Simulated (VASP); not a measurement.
These are PBE GGA with D4 dispersion, VASP's PBE PAW potentials (set 64) (plane waves; VASP) values and carry that method's errors.

A VASP calculation is set up with these files.

### INCAR
```
! general
SYSTEM  = Tb
PREC    = Accurate
ENCUT   = 520
LREAL   = .FALSE.
LASPH   = .TRUE.

! electronic loop
EDIFF   = 1E-7
NELM    = 100
ALGO    = Normal
LMAXMIX = 6

! smearing
ISMEAR  = 1
SIGMA   = 0.1

! functional
GGA     = PE
IVDW    = 13

! ions
IBRION  = 2
NSW     = 30
ISIF    = 4
EDIFFG  = -0.01

! output
LWAVE   = .FALSE.
LCHARG  = .FALSE.
```

KPOINTS:
```
K-points
0
gamma
 12 12 7
0 0 0
```

File POSCAR:
```
Tb
1
    1.7644781809    -3.0561654129     0.0000000000
    1.7644781809     3.0561654129     0.0000000000
    0.0000000000     0.0000000000     5.4987140669
Tb
2
Direct
  0.3333330000   0.6666670000   0.2500000000
  0.6666670000   0.3333330000   0.7500000000
```

POTCAR, in this order: Tb_3 (PBE.64 set). Program: vasp_std.

The 4f electrons are frozen in the core of the lanthanide potential, so 4f levels, which can set the real gap, and their magnetism are missing.

Task: Predict the energy per atom (σ→0), dispersion energy, band gap (on the k-mesh).

Result: 
```json
{
 "energy per atom (σ→0)": "-4.763 eV/atom",
 "dispersion_energy": "-479 meV",
 "band gap (on the k-mesh)": "none (metal, semimetal or under 0.01 eV)"
}
```

OSZICAR:
```
...
       N       E                     dE             d eps       ncg     rms          rms(c)
DAV:   1    -0.904862336738E+01   -0.15983E-02   -0.73838E-02  1986   0.201E+00    0.169E-01
DAV:   2    -0.904766772046E+01    0.95565E-03   -0.12694E-03  2296   0.309E-01    0.113E-01
DAV:   3    -0.904725503000E+01    0.41269E-03   -0.53419E-04  2404   0.182E-01    0.599E-02
DAV:   4    -0.904725608440E+01   -0.10544E-05   -0.77743E-05  2493   0.668E-02    0.281E-02
DAV:   5    -0.904725613917E+01   -0.54769E-07   -0.17569E-06  2508   0.104E-02    0.306E-03
DAV:   6    -0.904725605902E+01    0.80149E-07   -0.20590E-07  2128   0.340E-03
   3 F= -.95265777E+01 E0= -.95263530E+01  d E =-.112867E-02
```

The compound is Tb in the hcp structure. This cell is one point of a volume scan, at 0.94 of the reference volume. Symmetry was kept, so distortions that lower it aren't found.
